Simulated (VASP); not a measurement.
# Li3Sm (Fm-3m) in VASP: single point with PBE

Aim: the single point of Li3Sm with PBE.

Everything below comes from runs of VASP 6.6.1. Logs are shortened: lines on timing, memory, paths and dates and some standing lists are left out, and cuts for length are marked.

### Step 1. Starting point

It takes space group Fm-3m (No. 225, cubic). The conventional cell has a = 6.728 Å, b = 6.728 Å, c = 6.728 Å, α = 90.00°, β = 90.00°, γ = 90.00°. Around Sm (site symmetry m-3m) lie 8 Li at 2.91 Å. Li (site symmetry -43m) is surrounded by 4 Li at 2.91 Å and 4 Sm at 2.91 Å. Li (site symmetry m-3m) has 8 Li at 2.91 Å as nearest neighbours.

The cell was built by a generator and needn't be a form met in nature.

### Step 2. Single point, PBE, collinear spin, twin_end start

The input, INCAR:

```
SYSTEM = Li3Sm
PREC = Accurate ; ENCUT = 520
EDIFF = 1E-7 ; ISMEAR = -1
SIGMA = 0.1 ; LREAL = .False.
LASPH = .True. ; NELM = 150
ALGO = Normal ; ISIF = 2
LWAVE = .False. ; LCHARG = .True.
ISPIN = 2 ; MAGMOM = 6.5 6.5 0.31 0.31 0.31 0.31 0.19 0.19
LORBIT = 11 ; LMAXMIX = 6
GGA = PE ; LELF = .True.
LVHAR = .True. ; NBANDS = 39
```

The input, KPOINTS:

```
regular mesh
0
Gamma
  5 5 5
  0 0 0
```

The input, POSCAR:

```
Li3Sm
1.0
    3.3640481300      3.3640481300      6.7280962500
    6.7280962500      3.3640481300      3.3640481300
    3.3640481300      6.7280962500      3.3640481300
Sm Li
2 6
Direct
    0.0000000000      0.0000000000      0.0000000000
    0.5000000000      0.5000000000      0.5000000000
    0.1250000000      0.1250000000      0.1250000000
    0.6250000000      0.6250000000      0.6250000000
    0.3750000000      0.3750000000      0.3750000000
    0.8750000000      0.8750000000      0.8750000000
    0.2500000000      0.2500000000      0.2500000000
    0.7500000000      0.7500000000      0.7500000000
```

Potentials or basis: VASP PAW PBE potentials, release 64 (Sm, Li_sv).

Launch:

```console
cat potpaw_PBE.64/Sm/POTCAR potpaw_PBE.64/Li_sv/POTCAR > POTCAR
mpirun -np 1 vasp_std > vasp.out
```

OUTCAR:

```text
SYSTEM = Li3Sm
   PREC = Accurate
   ENCUT = 520
   EDIFF = 1E-7
   ISMEAR = -1
   LREAL = .False.
   LASPH = .True.
   NELM = 150
   ISIF = 2
   ISPIN = 2
   LORBIT = 11
   GGA = PE

 ion  position               nearest neighbor table
   1  0.000  0.000  0.000-   4 2.91   4 2.91   5 2.91   5 2.91   4 2.91   5 2.91   6 2.91   3 2.91

   2  0.500  0.500  0.500-   3 2.91   3 2.91   6 2.91   6 2.91   3 2.91   6 2.91   5 2.91   4 2.91

   3  0.125  0.125  0.125-   2 2.91   2 2.91   2 2.91   1 2.91
   4  0.625  0.625  0.625-   1 2.91   1 2.91   1 2.91   2 2.91
   5  0.375  0.375  0.375-   1 2.91   1 2.91   1 2.91   2 2.91
   6  0.875  0.875  0.875-   2 2.91   2 2.91   2 2.91   1 2.91
   7  0.250  0.250  0.250-
   8  0.750  0.750  0.750-

  LATTYP: Found a trigonal (rhomboedric) cell.
 ALAT       =     8.2402013805
 COS(alpha) =     0.8333333340

  Lattice vectors:

 A1 = (   3.3640481300,   3.3640481300,   6.7280962500)
 A2 = (   6.7280962500,   3.3640481300,   3.3640481300)
 A3 = (   3.3640481300,   6.7280962500,   3.3640481300)

Analysis of symmetry for initial positions (statically):
=====================================================================
 Subroutine PRICEL returns following result:

  LATTYP: Found a face centered cubic cell.
 ALAT       =     6.7280962400
[... 12 lines left out ...]
 Subroutine GETGRP returns: Found 12 space group operations
 (whereof 12 operations were pure point group operations)
 out of a pool of 12 trial point group operations.

The static configuration has the point symmetry D_3d.

Analysis of symmetry for dynamics (positions and initial velocities):
=====================================================================
 Subroutine PRICEL returns following result:

  LATTYP: Found a face centered cubic cell.
 ALAT       =     6.7280962400
[... 12 lines left out ...]
 Subroutine GETGRP returns: Found 12 space group operations
 (whereof 12 operations were pure point group operations)
 out of a pool of 12 trial point group operations.

The dynamic configuration has the point symmetry D_3d.

Analysis of structural, dynamic, and magnetic symmetry:
=====================================================================
 Subroutine PRICEL returns following result:

  LATTYP: Found a face centered cubic cell.
 ALAT       =     6.7280962400
[... 12 lines left out ...]
 Subroutine GETGRP returns: Found 12 space group operations
 (whereof 12 operations were pure point group operations)
 out of a pool of 12 trial point group operations.

The overall configuration has the point symmetry D_3d.

[... 142 lines left out ...]

  energy without entropy =      -27.49793440  energy(sigma->0) =      -27.76049871

 E-fermi :   2.3628     XC(G=0):  -8.7515

 val. band max:        2.3548077533   @ k =   0.4000   0.4000   0.2000
 cond. band min:       2.3667766318   @ k =  -0.4000   0.4000   0.4000
 fundamental gap:      0.0119688785
 Fermi energy:         2.3627987936

 spin component 1

 k-point     1 :       0.0000    0.0000    0.0000
  band No.  band energies     occupation
      1     -43.9183      1.00000
      2     -43.9137      1.00000
      3     -43.9136      1.00000
      4     -43.9101      1.00000
      5     -43.2428      1.00000
      6     -43.2426      1.00000
[... 749 lines left out ...]
     36       2.7621      0.01810
     37       2.7861      0.01431
 Fermi energy:         2.3627987936

 spin component 2

 k-point     1 :       0.0000    0.0000    0.0000
  band No.  band energies     occupation
      1     -43.7844      1.00000
      2     -43.7803      1.00000
      3     -43.7803      1.00000
      4     -43.7771      1.00000
      5     -43.1971      1.00000
      6     -43.1970      1.00000
[... 749 lines left out ...]
     36       6.2007      0.00000
     37       6.2333      0.00000
 [bands above 37 left out]

------------------------ aborting loop because EDIFF is reached ----------------------------------------

  FORCE on cell =-STRESS in cart. coord.  units (eV):
  Direction    XX          YY          ZZ          XY          YZ          ZX
  --------------------------------------------------------------------------------------
  -------------------------------------------------------------------------------------
  Total        7.4009558      7.4009558      7.4009558      0.0135900      0.0135900      0.0135900
  in kB       77.8667062     77.8667062     77.8667062      0.1429824      0.1429824      0.1429824
  external PRESSURE =      77.8667062 kB  Pullay stress =       0.0000000 kB

 VOLUME and BASIS-vectors are now :
 -----------------------------------------------------------------------------
  energy-cutoff  :      520.00
  volume of cell :      152.28
      direct lattice vectors                 reciprocal lattice vectors
     3.364048130  3.364048130  6.728096250    -0.074315227 -0.074315227  0.222945681
     6.728096250  3.364048130  3.364048130     0.222945681 -0.074315227 -0.074315227
     3.364048130  6.728096250  3.364048130    -0.074315227  0.222945681 -0.074315227

 POSITION                                       TOTAL-FORCE (eV/Angst)
 -----------------------------------------------------------------------------------
      0.00000      0.00000      0.00000         0.000000     -0.000000      0.000000
      6.72810      6.72810      6.72810         0.000000     -0.000000      0.000000
      1.68202      1.68202      1.68202         0.002394      0.002394      0.002394
      8.41012      8.41012      8.41012         0.002394      0.002394      0.002394
      5.04607      5.04607      5.04607        -0.002394     -0.002394     -0.002394
     11.77417     11.77417     11.77417        -0.002394     -0.002394     -0.002394
      3.36405      3.36405      3.36405         0.000000     -0.000000      0.000000
     10.09214     10.09214     10.09214         0.000000      0.000000      0.000000
 -----------------------------------------------------------------------------------
    total drift:                               -0.000000     -0.000000      0.000000

  FREE ENERGIE OF THE ION-ELECTRON SYSTEM (eV)
  ---------------------------------------------------
  free  energy   TOTEN  =       -28.0230630208 eV

  energy  without entropy=      -27.4979344042  energy(sigma->0) =      -27.76049871

 total charge

# of ion       s       p       d       f       tot
--------------------------------------------------
    1        2.066   5.628   0.490   5.512  13.695
    2        2.066   5.628   0.490   5.512  13.695
    3        2.047   0.074   0.000   0.000   2.121
    4        2.047   0.074   0.000   0.000   2.121
    5        2.047   0.074   0.000   0.000   2.121
    6        2.047   0.074   0.000   0.000   2.121
    7        2.048   0.059   0.000   0.000   2.107
    8        2.048   0.059   0.000   0.000   2.107
--------------------------------------------------
tot         16.416  11.668   0.980  11.024  40.088

 magnetization (x)

# of ion       s       p       d       f       tot
--------------------------------------------------
    1       -0.011  -0.046   0.355   5.507   5.804
    2       -0.011  -0.046   0.355   5.507   5.804
    3        0.024   0.037   0.000   0.000   0.061
    4        0.024   0.037   0.000   0.000   0.061
    5        0.024   0.037   0.000   0.000   0.061
    6        0.024   0.037   0.000   0.000   0.061
    7       -0.001   0.032   0.000   0.000   0.031
    8       -0.001   0.032   0.000   0.000   0.031
--------------------------------------------------
tot          0.071   0.119   0.709  11.014  11.913
```

OSZICAR:

```text
N       E                     dE             d eps       ncg     rms          rms(c)
DAV:   1     0.440338899744E+03    0.44034E+03   -0.18400E+04  4073   0.398E+03
DAV:   2     0.932028517418E+02   -0.34714E+03   -0.30957E+03  4126   0.585E+02
[... 23 lines left out ...]
DAV:  26    -0.280230549860E+02   -0.24236E-06   -0.16329E-05  5762   0.371E-02    0.153E-01
DAV:  27    -0.280230559305E+02   -0.94441E-06   -0.36031E-06  5072   0.484E-02    0.959E-02
DAV:  28    -0.280230618563E+02   -0.59259E-05   -0.69627E-06  5129   0.456E-02    0.806E-03
DAV:  29    -0.280230628297E+02   -0.97333E-06   -0.33571E-06  4944   0.157E-02    0.174E-02
DAV:  30    -0.280230630253E+02   -0.19561E-06   -0.10594E-06  3874   0.649E-03    0.138E-02
DAV:  31    -0.280230630208E+02    0.45184E-08   -0.54790E-08  2966   0.452E-03
   1 F= -.28023063E+02 E0= -.27760499E+02  d E =-.525129E+00  mag=    15.7120
```

It took 25 min on 1 thread of Intel Xeon Platinum 8488C (Sapphire Rapids), shared host; peak memory 0.85 GiB.

Results:

- Free energy: -28.0231 eV
- Band gap on the k mesh: none (metal or under the smearing width)
- Net moment: 15.71 μB per cell
- Site moments: Sm +5.80; Li +0.06, +0.03 μB
- Valence electrons inside the program's atomic spheres: Sm 13.70; Li 2.12, 2.11

Caveat: the cutoff is under 1.25 times the usual one of these potentials, so pressure, stress and relaxed cells hold a basis-set (Pulay) error; the magnetic or orbital state may not be the lowest; spin-orbit coupling is left out, which moves the levels of the heavy elements; without U or exact exchange the open f shell lies at the Fermi level, which spoils levels, moments and volumes.
